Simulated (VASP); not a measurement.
Given:

```
Yb
1.0
    0.00000     2.70051     2.70051
    2.70051     0.00000     2.70051
    2.70051     2.70051     0.00000
Yb
1
Cartesian
  0.00000   0.00000   0.00000
```

Method: PW91 GGA, VASP's PBE PAW potentials (set 64) (plane waves; VASP). Run with 520 eV cut-off, 8×8×8 Γ-centred mesh, Gaussian smearing of 0.050 eV, potentials Yb_2.

The 4f electrons are frozen in the core of the lanthanide potential, so 4f levels, which can set the real gap, and their magnetism are missing.

Problem. Estimate the energy per atom (σ→0).

Solution. 
```yaml
energy per atom (σ→0): -144.2 kJ/mol of atoms
```

The absolute energy has meaning only against runs of the same code, potentials and settings.

The compound is Yb in the fcc structure. It was relaxed first.
